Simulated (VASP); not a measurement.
Output of a VASP run:

**OSZICAR**
```
       N       E                     dE             d eps       ncg     rms          rms(c)
DAV:   1     0.107170956107E+03    0.10717E+03   -0.14198E+04  2850   0.163E+03
DAV:   2    -0.328344085747E+02   -0.14001E+03   -0.13600E+03  3635   0.341E+02
DAV:   3    -0.368252991559E+02   -0.39909E+01   -0.39868E+01  3683   0.560E+01
DAV:   4    -0.368463392770E+02   -0.21040E-01   -0.21037E-01  3592   0.439E+00
DAV:   5    -0.368465091954E+02   -0.16992E-03   -0.16991E-03  3599   0.357E-01    0.527E+01
DAV:   6    -0.318028824639E+02    0.50436E+01   -0.26406E+01  3186   0.368E+01    0.454E+01
DAV:   7    -0.316815953885E+02    0.12129E+00   -0.72733E-01  3515   0.815E+00    0.291E+01
DAV:   8    -0.316471191929E+02    0.34476E-01   -0.17937E-01  3613   0.451E+00    0.524E+00
DAV:   9    -0.316379835485E+02    0.91356E-02   -0.34320E-02  3557   0.172E+00    0.180E+00
DAV:  10    -0.316377603474E+02    0.22320E-03   -0.37520E-03  3901   0.485E-01    0.258E-01
DAV:  11    -0.316377409161E+02    0.19431E-04   -0.22582E-04  3228   0.130E-01    0.174E-01
DAV:  12    -0.316377425414E+02   -0.16253E-05   -0.21060E-05  3888   0.369E-02    0.191E-02
DAV:  13    -0.316377427933E+02   -0.25184E-06   -0.16618E-06  3562   0.102E-02    0.873E-03
DAV:  14    -0.316377428155E+02   -0.22266E-07   -0.11089E-07  2580   0.301E-03
   1 F= -.31637743E+02 E0= -.31637743E+02  d E =-.316377E+02
       N       E                     dE             d eps       ncg     rms          rms(c)
DAV:   1    -0.316384722143E+02   -0.72942E-03   -0.69562E-01  2850   0.677E+00    0.318E-01
DAV:   2    -0.316391556381E+02   -0.68342E-03   -0.91576E-03  3865   0.810E-01    0.369E-01
DAV:   3    -0.316390920013E+02    0.63637E-04   -0.57694E-05  3473   0.774E-02    0.298E-01
DAV:   4    -0.316390144693E+02    0.77532E-04   -0.27938E-04  4014   0.163E-01    0.295E-02
DAV:   5    -0.316390184480E+02   -0.39786E-05   -0.41591E-05  3004   0.505E-02    0.125E-02
DAV:   6    -0.316390178241E+02    0.62388E-06   -0.13549E-06  3995   0.121E-02    0.917E-03
DAV:   7    -0.316390178330E+02   -0.89185E-08   -0.29099E-07  2885   0.437E-03
   2 F= -.31639018E+02 E0= -.31639018E+02  d E =-.127502E-02
```

File OUTCAR:
```
------------------------ aborting loop because EDIFF is reached ----------------------------------------
  FORCE on cell =-STRESS in cart. coord.  units (eV):
  Direction    XX          YY          ZZ          XY          YZ          ZX
  --------------------------------------------------------------------------------------
  Total       -0.0558240     -0.0574677     -0.0558240      0.0000000      0.0000000     -0.2911329
  in kB       -2.8267254     -2.9099538     -2.8267254      0.0000000      0.0000000    -14.7419133
  external PRESSURE =      -2.8544682 kB  Pullay stress =       0.0000000 kB
  volume of cell :       31.64
      direct lattice vectors                 reciprocal lattice vectors
     0.025104631  2.510463063  2.510463063    -0.201178226  0.199166444  0.201178226
     2.535567694  0.000000000  2.535567694     0.197194499 -0.199166444  0.197194499
     2.510463063  2.510463063  0.025104631     0.201178226  0.199166444 -0.201178226
 POSITION                                       TOTAL-FORCE (eV/Angst)
 -----------------------------------------------------------------------------------
      2.53557      5.02093      2.53557         0.000000      0.000000      0.000000
      1.26778      1.24743      1.26778         0.000000     -0.002058      0.000000
      3.80335      3.77349      3.80335        -0.000000      0.002058     -0.000000
 -----------------------------------------------------------------------------------
    total drift:                                0.000000      0.000000      0.000000
  FREE ENERGIE OF THE ION-ELECTRON SYSTEM (eV)
  ---------------------------------------------------
  free  energy   TOTEN  =       -31.6390178330 eV

  energy  without entropy=      -31.6390178330  energy(sigma->0) =      -31.63901783

 reached required accuracy - stopping structural energy minimisation
```
(Selected blocks of OUTCAR.)

**POSCAR**
```
HfO2
1
    0.0251046306     2.5104630632     2.5104630632
    2.5355676938     0.0000000000     2.5355676938
    2.5104630632     2.5104630632     0.0251046306
Hf O
1 2
Direct
  0.0000000000   0.0000000000   0.0000000000
  0.2500000000   0.2500000000   0.2500000000
  0.7500000000   0.7500000000   0.7500000000
```

Problem. Write an INCAR and KPOINTS that could have produced this output.

Solution. This is not unique; one that fits is the input of the run itself, PBEsol GGA, plane waves, VASP's PBE PAW potentials (set 64).

INCAR:
```
ALGO=Normal
EDIFF=1E-7
EDIFFG=-0.01
ENCUT=600
GGA=PS
IBRION=2
ISIF=2
ISMEAR=0
LASPH=.True.
LCHARG=.False.
LMAXMIX=6
LREAL=.False.
LWAVE=.False.
NELM=100
NSW=30
PREC=Accurate
SIGMA=0.05
SYSTEM=HfO2
```

**KPOINTS**
```
Automatic mesh
0
Gamma
8 8 8
0 0 0
```

POTCAR, in this order: Hf_pv O (PBE.64 set). Program: vasp_std.

The compound is HfO2 in the fluorite structure, the high-temperature cubic form, which is unstable at 0 K; the monoclinic form is the stable one. This cell was strained or had an atom moved on purpose. Symmetry was kept, so distortions that lower it aren't found.
